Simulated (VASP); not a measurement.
Input for VASP

File KPOINTS:
```
Automatic
0
gamma
9 9 9
```

### INCAR
```
# general
SYSTEM  = SnO
PREC    = Accurate
ENCUT   = 620   # plane-wave cut-off (eV)
LREAL   = F   # projection in real space or not
LASPH   = T   # aspherical one-centre terms

# electronic loop
EDIFF   = 1E-6   # SCF stop (eV)
NELM    = 100   # most electronic steps
ALGO    = Normal
LMAXMIX = 4   # l cut-off of mixed one-centre charges

# smearing
ISMEAR  = 0
SIGMA   = 0.05   # width (eV)

# functional
GGA     = PS

# ions
IBRION  = 2
NSW     = 40   # most ionic steps
ISIF    = 3   # ions, shape and volume
EDIFFG  = -0.02   # ionic stop
PSTRESS = 300   # kbar

# output
LWAVE   = F
LCHARG  = F
```

File POSCAR:
```
SnO
1.0
  0.0000000000   2.4607238920   2.4607238920
  2.4607238920   0.0000000000   2.4607238920
  2.4607238920   2.4607238920   0.0000000000
Sn O
1 1
Cart
  0.0000000000   0.0000000000   0.0000000000
  1.2303619460   1.2303619460   1.2303619460
```

POTCAR, in this order: Sn_d O (PBE.64 set). Program: vasp_std.

Problem. Write an equivalent input for Quantum ESPRESSO's pw.x.

Solution. One equivalent input (not run):
```
&CONTROL
  calculation = 'vc-relax'
  pseudo_dir = './pseudo'
  outdir = './out'
  tprnfor = .true.
  tstress = .true.
  nstep = 40
  forc_conv_thr = 0.00078
/
&SYSTEM
  ibrav = 0
  nat = 2
  ntyp = 2
  ecutwfc = 84
  occupations = 'smearing'
  smearing = 'gaussian'
  degauss = 0.003675
  input_dft = 'pbesol'
/
&ELECTRONS
  conv_thr = 7.3e-08
  electron_maxstep = 100
/
&IONS
/
&CELL
  press = 300
/
ATOMIC_SPECIES
  Sn 118.710 Sn.upf
  O 15.999 O.upf
CELL_PARAMETERS angstrom
     0.0000000    2.4607239    2.4607239
     2.4607239    0.0000000    2.4607239
     2.4607239    2.4607239    0.0000000
ATOMIC_POSITIONS crystal
  Sn   0.0000000  0.0000000  0.0000000
  O    0.2500000  0.2500000  0.2500000
K_POINTS automatic
  9 9 9 0 0 0
```
What does not carry over: the potentials are each code's own (VASP's PAW set, PseudoDojo norm-conserving files in pw.x), so ENCUT and ecutwfc are chosen apart and not converted; conv_thr bounds pw.x's estimated SCF error, while EDIFF bounds the energy change between steps; forc_conv_thr acts on force components and is met together with etot_conv_thr.

The structure was generated: SnO was put into the zinc blende type (F-43m), which need not be its known phase. This run relaxes it under an external pressure of 30 GPa. Symmetry was kept, so distortions that lower it aren't found.
